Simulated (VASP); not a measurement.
OSZICAR of a VASP run on Ga32OP31:

### OSZICAR
```
       N       E                     dE             d eps       ncg     rms          rms(c)
DAV:   1    -0.346534965207E+03   -0.34653E+03   -0.17106E+01   322   0.108E+01    0.106E+01
DAV:   2    -0.346667903225E+03   -0.13294E+00   -0.65627E-01   355   0.137E+00    0.711E+00
DAV:   3    -0.346630729372E+03    0.37174E-01   -0.33365E-02   363   0.416E-01    0.414E+00
DAV:   4    -0.346618102359E+03    0.12627E-01   -0.22022E-02   355   0.247E-01    0.232E+00
DAV:   5    -0.346612600380E+03    0.55020E-02   -0.29234E-03   372   0.140E-01    0.129E+00
DAV:   6    -0.346611105807E+03    0.14946E-02   -0.29831E-03   348   0.983E-02    0.698E-01
DAV:   7    -0.346610443821E+03    0.66199E-03   -0.20521E-04   364   0.439E-02    0.383E-01
DAV:   8    -0.346610255162E+03    0.18866E-03   -0.28478E-04   356   0.321E-02    0.202E-01
DAV:   9    -0.346610187678E+03    0.67484E-04   -0.39344E-05   284   0.152E-02    0.109E-01
DAV:  10    -0.346610168611E+03    0.19067E-04   -0.33212E-05   252   0.126E-02    0.549E-02
DAV:  11    -0.346610164618E+03    0.39933E-05   -0.68866E-06   188   0.566E-03
   1 F= -.34661016E+03 E0= -.34661016E+03  d E =-.699915E-17
```

Task: Which electronic solver shows in the log?

Result: It is blocked Davidson (ALGO = Normal, or the opening steps of other solvers). The INCAR had ALGO = Normal.

Task: Can the final energy be trusted as converged?

Result: The run converged. It stopped with EDIFF = 1E-5, NELM = 50 (HSE06 screened hybrid, plane waves, VASP's PBE PAW potentials (set 64)).  The cell is charged, with a uniform compensating background. The supercell is sampled at Γ alone, which is coarse: total energies, pressure and levels can be off, energies of defects by several tenths of an eV.

The cell is a supercell with a defect, built from GaP (zinc blende): O_P, charge +1. The cell's shape comes from a PBE relaxation. The run is not spin-polarised, so no state with unpaired spins was tried.
